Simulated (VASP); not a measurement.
All values below come from PBE GGA, VASP's PBE PAW potentials (set 64) (plane waves; VASP).

The input files of a VASP run:

**INCAR**
```
SIGMA = 0.05   ! width (eV)
ISIF = 3
ALGO = Normal
ENCUT = 400
SYSTEM = MoS2
LMAXMIX = 4
LCHARG = .FALSE.
EDIFFG = -0.02
GGA = PE   ! PBE
NELM = 100
IBRION = 2
NSW = 60   ! most ionic steps
LASPH = .TRUE.
EDIFF = 1E-6   ! SCF stop (eV)
PREC = Accurate
LWAVE = .FALSE.
LREAL = .FALSE.   ! projection in real space or not
ISMEAR = 0
```

**POSCAR**
```
MoS2
1.0
  1.5910363503   0.9185850346   6.7040303903
 -1.5910363503   0.9185850346   6.7040303903
  0.0000000000  -1.8371700692   6.7040303903
Mo S
1 2
Cart
 -0.0000000000   0.0000000000  20.1077442079
  0.0000000000  -0.0000000000   8.2623931117
  0.0000000000  -0.0000000000   5.1370088130
```

**KPOINTS**
```
Automatic
0
G
7 7 7
0 0 0
```

POTCAR, in this order: Mo_sv S (PBE.64 set). Program: vasp_std.

Task: What will the output report for the number of irreducible k-points (NKPTS), largest plane-wave count, number of space-group operations, FFT grid (NGX, NGY, NGZ)?

Result: 
```yaml
number of irreducible k-points (NKPTS): 44
largest_plane_wave_count: 1083
number_of_space_group_operations: 6
FFT grid (NGX, NGY, NGZ): 48 × 48 × 48
```

The structure comes from a computed database's MoS2 entry (R3m); how it stands against other phases isn't given here. It was relaxed first. The start is the result of an earlier pass.
